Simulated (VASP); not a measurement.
## WC: relaxation of cell and atoms with r2SCAN

The system is WC.

```
W C
1.0
     2.90650    0.00000    0.00000
    -1.45325    2.51710    0.00000
     0.00000    0.00000    2.83660
W C
1 1
Direct
  0.00000 0.00000 0.00000
  0.66667 0.33333 0.50000
```

- Program: VASP 6.6.1
- Task: relaxation of cell and atoms
- Functional: r2SCAN
- Potentials or basis: VASP PAW PBE potentials, release 64 (W_sv, C)
- Cutoff: 600 eV
- k mesh: 18 × 18 × 14
- Occupations: gaussian, width 0.1 eV
- Spin: no spin polarisation
- Further INCAR settings: ALGO = Normal; EDIFF = 1e-07; IBRION = 2; EDIFFG = -0.004; NSW = 80; ISIF = 3

```
Relaxed volume                         : 10.46 Å³/atom
Relaxed cell                           : a = 2.916 Å, b = 2.916 Å, c = 2.840 Å, α = 90.00°, β = 90.00°, γ = 120.00°
Space group after relaxing (to 0.05 Å) : P-6m2 (No. 187)
Energy gained by relaxing              : 0.9 meV/atom
Ionic steps                            : 6
Pressure after relaxing                : 0.0 GPa
Band gap on the k mesh                 : none (metal or under the smearing width)
```

The path:
```csv
step,energy change (eV),largest force (eV/Å),pressure (GPa),volume (Å³)
1,0.0000,0.0000,3.25,20.75
2,0.0110,0.0000,-8.53,21.39
3,-0.0017,0.0000,-0.08,20.92
4,-0.0017,0.0000,-0.02,20.92
5,-0.0017,0.0000,0.11,20.92
6,-0.0018,0.0000,0.04,20.92
```

Final structure:
```
CELL_PARAMETERS angstrom
2.91621 0.00000 0.00000
-1.45811 2.52551 0.00000
0.00000 0.00000 2.84039
ATOMIC_POSITIONS crystal
W 0.00000 0.00000 0.00000
C 0.66667 0.33333 0.50000
```

Levels at points of the mesh, in eV from the Fermi level:
```
           k point  band 5  band 6  band 7  band 8  band 9  band 10  band 11  band 12  band 13
(0.00, 0.00, 0.00)  -15.16   -4.43   -3.45   -3.45    0.14     3.40     3.40     5.94     5.94
(0.50, 0.00, 0.00)  -11.78   -7.28   -3.69   -3.64   -0.50     2.49     4.70     5.06     7.26
(0.00, 0.00, 0.50)  -11.09   -8.94   -2.07   -2.07   -0.55    -0.55     3.84     4.83     4.83
(0.50, 0.00, 0.50)  -11.94   -6.66   -4.44   -4.33    0.23     4.57     5.45     6.92     9.60
```

Run time: 19 min on 1 thread of Intel(R) Xeon(R) Platinum 8259CL CPU @ 2.50GHz (Skylake/Cascade Lake), with other jobs on the host, peak memory 0.24 GiB.

Caveat: the PAW data sets were made with another functional, which shifts forces and pressure a little. Zero-point motion and thermal expansion aren't in these numbers.
